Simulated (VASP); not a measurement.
Cost and result of VASP (PAW) for the lattice constant a of Al3Sc (L1_2). Static lattice. The cost counts the five points of the equation of state, each on the mesh and cut-off of its row, so the ratios hold those differences too. With PBE it took about 3 core-minutes. The timings are rough (shared machines, no repeats); factors under 2 mean little.

| level | k-mesh | cut-off (eV) | lattice constant a (Å) | cost over PBE |
|---|---|---|---|---|
| LDA | 8×8×8 | 520 | [?] | [?] |
| PBE | 8×8×8 | 520 | 4.106 | reference |
| TPSS | 8×8×8 | 520 | [?] | [?] |

**Question.** Fill in the missing entries.

**Answer.** 
- LDA, lattice constant a (Å): 4.034
- LDA, cost over PBE: within a factor of 2
- TPSS, lattice constant a (Å): 4.083
- TPSS, cost over PBE: about 6 times

Left out are levels that failed, ran on another kind of processor or have no fit band path; at most nine are shown.

The compound is Al3Sc in the L1_2 structure.
